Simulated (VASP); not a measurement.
Input:

```
Al3Sc
1.0
    4.10636     0.00000     0.00000
    0.00000     4.10636     0.00000
    0.00000     0.00000     4.10636
Sc Al
1 3
Cartesian
  0.00000   0.00000   0.00000
  0.00000   2.05318   2.05318
  2.05318   0.00000   2.05318
  2.05318   2.05318   0.00000
```

Calculation: PBE GGA, VASP's PBE PAW potentials (set 64) (plane waves; VASP). Numerical set-up: 480 eV cut-off, 8×8×8 Γ-centred mesh, first-order Methfessel-Paxton smearing of 0.10 eV, potentials Sc_sv Al.

Energy and stress use the plane-wave basis of the starting cell.

Q: The ions, cell shape and volume at an external pressure of 15.0 GPa are relaxed. Which structure does the run end with?

A: 
```
Al3Sc
1.0
    3.92865     0.00000     0.00000
    0.00000     3.92865     0.00000
    0.00000     0.00000     3.92865
Sc Al
1 3
Direct
  0.00000   0.00000   0.00000
  0.00000   0.50000   0.50000
  0.50000   0.00000   0.50000
  0.50000   0.50000   0.00000
```
Space group Pm-3m (221), at a tolerance of 0.03 Å.

Q: How do energy and volume change from the first to the last step?

A: The energy (σ→0) changes by +90.2 meV/atom and the volume by -12.4 %, in 4 ionic steps.

The compound is Al3Sc in the L1_2 structure. This run relaxes it under an external pressure of 15 GPa. Symmetry was kept, so distortions that lower it aren't found.
